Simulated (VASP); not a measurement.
Output of a VASP run:

**OUTCAR**
```
 ion  position               nearest neighbor table
   1  0.000  0.000  0.000-   2 2.12   2 2.12   2 2.12   2 2.12   2 2.12   2 2.12
   2  0.500  0.500  0.500-   1 2.12   1 2.12   1 2.12   1 2.12   1 2.12   1 2.12
  LATTYP: Found a face centered cubic cell.
 ALAT       =     4.2350000000
 Subroutine PRICEL returns:
 Original cell was already a primitive cell.
 Subroutine GETGRP returns: Found 48 space group operations
The static configuration has the point symmetry O_h .
The dynamic configuration has the point symmetry O_h .
 Subroutine INISYM returns: Found 48 space group operations
 Subroutine IBZKPT returns following result:
 Found     84 irreducible k-points:

 Following reciprocal coordinates:
            Coordinates               Weight
  0.000000  0.000000  0.000000      1.000000
  0.076923  0.000000  0.000000      8.000000
  0.153846  0.000000  0.000000      8.000000
  0.230769  0.000000  0.000000      8.000000
  0.307692  0.000000  0.000000      8.000000
  0.384615  0.000000  0.000000      8.000000
  0.461538  0.000000  0.000000      8.000000
  0.076923  0.076923  0.000000      6.000000
  0.153846  0.076923  0.000000     24.000000
  0.230769  0.076923  0.000000     24.000000
  0.307692  0.076923  0.000000     24.000000
  0.384615  0.076923  0.000000     24.000000
  0.461538  0.076923  0.000000     24.000000
 -0.461538  0.076923  0.000000     24.000000
 -0.384615  0.076923  0.000000     24.000000
 -0.307692  0.076923  0.000000     24.000000
 -0.230769  0.076923  0.000000     24.000000
 -0.153846  0.076923  0.000000     24.000000
 -0.076923  0.076923  0.000000     12.000000
  0.153846  0.153846  0.000000      6.000000
  0.230769  0.153846  0.000000     24.000000
  0.307692  0.153846  0.000000     24.000000
  0.384615  0.153846  0.000000     24.000000
  0.461538  0.153846  0.000000     24.000000
 -0.461538  0.153846  0.000000     24.000000
 -0.384615  0.153846  0.000000     24.000000
 -0.307692  0.153846  0.000000     24.000000
 -0.230769  0.153846  0.000000     24.000000
 -0.153846  0.153846  0.000000     12.000000
  0.230769  0.230769  0.000000      6.000000
  0.307692  0.230769  0.000000     24.000000
  0.384615  0.230769  0.000000     24.000000
  0.461538  0.230769  0.000000     24.000000
 -0.461538  0.230769  0.000000     24.000000
 -0.384615  0.230769  0.000000     24.000000
 -0.307692  0.230769  0.000000     24.000000
 -0.230769  0.230769  0.000000     12.000000
  0.307692  0.307692  0.000000      6.000000
  0.384615  0.307692  0.000000     24.000000
  0.461538  0.307692  0.000000     24.000000
   k-points           NKPTS =     84   k-points in BZ     NKDIM =     84   number of bands    NBANDS=     12
   number of dos      NEDOS =    301   number of ions     NIONS =      2
   total plane-waves  NPLWV =  13824
   dimension x,y,z NGX =    24 NGY =   24 NGZ =   24
   dimension x,y,z NGXF=    48 NGYF=   48 NGZF=   48
   ions per type =               1   1
   PREC   = accura    normal or accurate (medium, high low for compatibility)
   ISTART =      0    job   : 0-new  1-cont  2-samecut
   ICHARG =      2    charge: 1-file 2-atom 10-const
   ISPIN  =      1    spin polarized calculation?
   LNONCOLLINEAR =      F non collinear calculations
   LSORBIT =      F    spin-orbit coupling
   INIWAV =      1    electr: 0-lowe 1-rand  2-diag
   ENCUT  =  520.0 eV  38.22 Ry    6.18 a.u.   5.57  5.57  5.57*2*pi/ulx,y,z
   NELM   =    100;   NELMIN=  2; NELMDL= -5     # of ELM steps
   EDIFF  = 0.1E-05   stopping-criterion for ELM
   LREAL  =      F    real-space projection
   NLSPLINE    = F    spline interpolate recip. space projectors
   LMAXMIX     =    4 max onsite mixed and CHGCAR
   VOSKOWN=      0    Vosko Wilk Nusair interpolation
   EDIFFG = -.1E-01   stopping-criterion for IOM
   NSW    =     60    number of steps for IOM
   NBLOCK =      1;   KBLOCK =     60    inner block; outer block
   IBRION =      2    ionic relax: 0-MD 1-quasi-New 2-CG
...
```

File OSZICAR:
```
       N       E                     dE             d eps       ncg     rms          rms(c)
DAV:   1     0.134138646638E+03    0.13414E+03   -0.90791E+03  2016   0.172E+03
DAV:   2    -0.258434763136E+02   -0.15998E+03   -0.15308E+03  2144   0.433E+02
DAV:   3    -0.386632928098E+02   -0.12820E+02   -0.12535E+02  2452   0.121E+02
DAV:   4    -0.393778643332E+02   -0.71457E+00   -0.71303E+00  2868   0.263E+01
DAV:   5    -0.393957900454E+02   -0.17926E-01   -0.17913E-01  2608   0.371E+00    0.197E+01
DAV:   6    -0.283439437648E+02    0.11052E+02   -0.32068E+01  2684   0.894E+01    0.511E+00
DAV:   7    -0.293592872010E+02   -0.10153E+01   -0.38685E+00  2376   0.268E+01    0.471E+00
DAV:   8    -0.292109200915E+02    0.14837E+00   -0.14246E+00  2272   0.171E+01    0.262E+00
DAV:   9    -0.292462875993E+02   -0.35368E-01   -0.83428E-01  2200   0.120E+01    0.638E-01
DAV:  10    -0.293084327470E+02   -0.62145E-01   -0.16337E-01  2184   0.418E+00    0.407E-01
DAV:  11    -0.293111429048E+02   -0.27102E-02   -0.22584E-02  2096   0.202E+00    0.221E-01
DAV:  12    -0.293147245861E+02   -0.35817E-02   -0.11115E-03  2508   0.433E-01    0.114E-01
DAV:  13    -0.293145101763E+02    0.21441E-03   -0.25707E-04  2072   0.248E-01    0.756E-02
DAV:  14    -0.293153123168E+02   -0.80214E-03   -0.25710E-04  2032   0.255E-01    0.757E-03
DAV:  15    -0.293153617998E+02   -0.49483E-04   -0.22603E-04  2024   0.240E-01    0.728E-03
DAV:  16    -0.293153286650E+02    0.33135E-04   -0.14534E-05  2704   0.421E-02    0.483E-03
DAV:  17    -0.293153113714E+02    0.17294E-04   -0.23895E-06  1896   0.196E-02    0.195E-03
DAV:  18    -0.293153516972E+02   -0.40326E-04   -0.24589E-06  1916   0.189E-02    0.187E-03
DAV:  19    -0.293153493053E+02    0.23919E-05   -0.39446E-07  1024   0.110E-02    0.656E-04
DAV:  20    -0.293153482935E+02    0.10118E-05   -0.87789E-08  1032   0.391E-03    0.216E-04
DAV:  21    -0.293153474146E+02    0.87894E-06   -0.22175E-08  1024   0.209E-03
   1 F= -.29315347E+02 E0= -.29315136E+02  d E =-.293153E+02
```

### OUTCAR
```
------------------------ aborting loop because EDIFF is reached ----------------------------------------
  FORCE on cell =-STRESS in cart. coord.  units (eV):
  Direction    XX          YY          ZZ          XY          YZ          ZX
  --------------------------------------------------------------------------------------
  Total        0.0193241      0.0193241      0.0193241     -0.0000000     -0.0000000      0.0000000
  in kB        1.6304614      1.6304614      1.6304614     -0.0000000     -0.0000000      0.0000000
  external PRESSURE =       1.6304614 kB  Pullay stress =       0.0000000 kB
  volume of cell :       18.99
      direct lattice vectors                 reciprocal lattice vectors
     0.000000000  2.117500000  2.117500000    -0.236127509  0.236127509  0.236127509
     2.117500000  0.000000000  2.117500000     0.236127509 -0.236127509  0.236127509
     2.117500000  2.117500000  0.000000000     0.236127509  0.236127509 -0.236127509
 POSITION                                       TOTAL-FORCE (eV/Angst)
 -----------------------------------------------------------------------------------
      0.00000      0.00000      0.00000         0.000000      0.000000      0.000000
      2.11750      2.11750      2.11750        -0.000000     -0.000000     -0.000000
 -----------------------------------------------------------------------------------
    total drift:                                0.000000     -0.000000     -0.000000
  FREE ENERGIE OF THE ION-ELECTRON SYSTEM (eV)
  ---------------------------------------------------
  free  energy   TOTEN  =       -29.3153474146 eV

  energy  without entropy=      -29.3147132540  energy(sigma->0) =      -29.31513603

 reached required accuracy - stopping structural energy minimisation
```
(Selected blocks of OUTCAR.)

POSCAR:
```
TiN
1
    0.0000000000     2.1175000000     2.1175000000
    2.1175000000     0.0000000000     2.1175000000
    2.1175000000     2.1175000000     0.0000000000
Ti N
1 1
Direct
  0.0000000000   0.0000000000   0.0000000000
  0.5000000000   0.5000000000   0.5000000000
```

**Question.** Write an INCAR and KPOINTS that could have produced this output.

**Answer.** This is not unique; one that fits is the input of the run itself, SCAN meta-GGA, plane waves, VASP's PBE PAW potentials (set 64).

**INCAR**
```
# general
SYSTEM =TiN
PREC   =Accurate
ENCUT  =520
LREAL  =.False.
LASPH  =.True.

# electronic loop
EDIFF  =1E-6
NELM   =100
ALGO   =Normal
LMAXMIX=4
LMIXTAU=.True.

# smearing
ISMEAR =1
SIGMA  =0.1

# functional
METAGGA=SCAN

# ions
IBRION =2
NSW    =60
ISIF   =3
EDIFFG =-0.01

# output
LWAVE  =.False.
LCHARG =.False.
```

KPOINTS:
```
Automatic mesh
0
Gamma
13 13 13
0 0 0
```

POTCAR, in this order: Ti_sv N (PBE.64 set). Program: vasp_std.

The structure comes from a measured TiN entry (Fm-3m) of the Crystallography Open Database, whose conditions weren't checked. The cell was not relaxed at this level. The start is the result of an earlier pass. The electron count is odd and the run is not spin-polarised, which forces a metal.
